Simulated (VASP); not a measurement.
Level of theory: PBE GGA, VASP's PBE PAW potentials (set 64) (plane waves; VASP).

The input files of a VASP run:

File POSCAR:
```
KCl
1
    0.0000000000     3.1450000000     3.1450000000
    3.1450000000     0.0000000000     3.1450000000
    3.1450000000     3.1450000000     0.0000000000
K Cl
1 1
Direct
  0.0000000000   0.0000000000   0.0000000000
  0.5000000000   0.5000000000   0.5000000000
```

**INCAR**
```
ALGO = Normal
PREC = Accurate
LWAVE = .FALSE.
ISIF = 2
LREAL = .FALSE.   # projection in real space or not
NELM = 100
SYSTEM = KCl
ENCUT = 400   # plane-wave cut-off (eV)
EDIFF = 1E-6
LASPH = .TRUE.   # aspherical one-centre terms
SIGMA = 0.05
ISMEAR = 0
GGA = PE
LCHARG = .FALSE.
```

File KPOINTS:
```
Automatic mesh
0
Gamma
2 2 2
0 0 0
```

POTCAR, in this order: K_sv Cl (PBE.64 set). Program: vasp_std.

Output

File OSZICAR:
```
       N       E                     dE             d eps       ncg     rms          rms(c)
DAV:   1     0.855968545104E+02    0.85597E+02   -0.62042E+03    72   0.962E+02
DAV:   2    -0.217238317633E+01   -0.87769E+02   -0.82580E+02    96   0.243E+02
DAV:   3    -0.690960585025E+01   -0.47372E+01   -0.47255E+01    96   0.529E+01
DAV:   4    -0.704821803294E+01   -0.13861E+00   -0.13838E+00   132   0.873E+00
DAV:   5    -0.704881119709E+01   -0.59316E-03   -0.59315E-03    96   0.553E-01    0.337E+00
DAV:   6    -0.673358508893E+01    0.31523E+00   -0.52997E-01    84   0.414E+00    0.275E+00
DAV:   7    -0.671563345261E+01    0.17952E-01   -0.16709E-01    92   0.241E+00    0.167E+00
DAV:   8    -0.673065444432E+01   -0.15021E-01   -0.29966E-02    92   0.136E+00    0.307E-01
DAV:   9    -0.673082670195E+01   -0.17226E-03   -0.15927E-03    92   0.248E-01    0.138E-01
DAV:  10    -0.673170752874E+01   -0.88083E-03   -0.10960E-03    72   0.230E-01    0.527E-02
DAV:  11    -0.673170681617E+01    0.71257E-06   -0.41103E-05   108   0.412E-02    0.673E-03
DAV:  12    -0.673171193636E+01   -0.51202E-05   -0.41989E-06    72   0.174E-02    0.355E-03
DAV:  13    -0.673171251852E+01   -0.58216E-06   -0.59457E-07    64   0.552E-03
   1 F= -.67317125E+01 E0= -.67317125E+01  d E =-.128740E-20
```

### OUTCAR
```
------------------------ aborting loop because EDIFF is reached ----------------------------------------
  FORCE on cell =-STRESS in cart. coord.  units (eV):
  Direction    XX          YY          ZZ          XY          YZ          ZX
  --------------------------------------------------------------------------------------
  Total        0.4705064      0.4705064      0.4705064      0.0000000      0.0000000     -0.0000000
  in kB       12.1166958     12.1166958     12.1166958      0.0000000      0.0000000     -0.0000000
  external PRESSURE =      12.1166958 kB  Pullay stress =       0.0000000 kB
  volume of cell :       62.21
      direct lattice vectors                 reciprocal lattice vectors
     0.000000000  3.145000000  3.145000000    -0.158982512  0.158982512  0.158982512
     3.145000000  0.000000000  3.145000000     0.158982512 -0.158982512  0.158982512
     3.145000000  3.145000000  0.000000000     0.158982512  0.158982512 -0.158982512
  FREE ENERGIE OF THE ION-ELECTRON SYSTEM (eV)
  ---------------------------------------------------
  free  energy   TOTEN  =        -6.7317125185 eV

  energy  without entropy=       -6.7317125185  energy(sigma->0) =       -6.73171252
```
(Selected blocks of OUTCAR.)

### OUTCAR
```
 val. band max:       -1.7687256985   @ k =   0.0000   0.0000   0.0000

 cond. band min:       3.3874429886   @ k =   0.0000   0.0000   0.0000


 Fermi energy:        -1.4387532872

 k-point     1 :       0.0000    0.0000    0.0000
  band No.  band energies     occupation
      1     -29.0512      2.00000
      2     -13.8789      2.00000
      3     -12.5102      2.00000
      4     -12.5102      2.00000
      5     -12.5102      2.00000
      6      -1.7687      2.00000
      7      -1.7687      2.00000
      8      -1.7687      2.00000
      9       3.3874      0.00000
     10       6.5562      0.00000
     11       6.5562      0.00000
     12       6.5562      0.00000

 k-point     2 :       0.5000    0.0000    0.0000
  band No.  band energies     occupation
      1     -29.0406      2.00000
      2     -14.0807      2.00000
      3     -12.5196      2.00000
      4     -12.5196      2.00000
      5     -12.2516      2.00000
      6      -2.8347      2.00000
      7      -2.0976      2.00000
      8      -2.0976      2.00000
      9       5.7943      0.00000
     10       6.8075      0.00000
     11       8.6987      0.00000
     12       8.6987      0.00000

 k-point     3 :       0.5000    0.5000    0.0000
  band No.  band energies     occupation
      1     -29.0375      2.00000
      2     -13.7773      2.00000
      3     -12.6517      2.00000
      4     -12.5657      2.00000
      5     -12.5657      2.00000
      6      -2.4345      2.00000
      7      -1.9952      2.00000
      8      -1.9952      2.00000
      9       4.7187      0.00000
     10       6.5358      0.00000
     11       8.2961      0.00000
     12       8.4066      0.00000
```

The compound is KCl in the rock salt structure. The cell was not relaxed at this level. The k-mesh is coarse (spacing up to 0.87 per Å, 2π included), so the numbers may not be converged in it. The run is one of a series of settings (KPOINTS 2×2×2 Γ-centred mesh against the base run), some of them coarse on purpose.
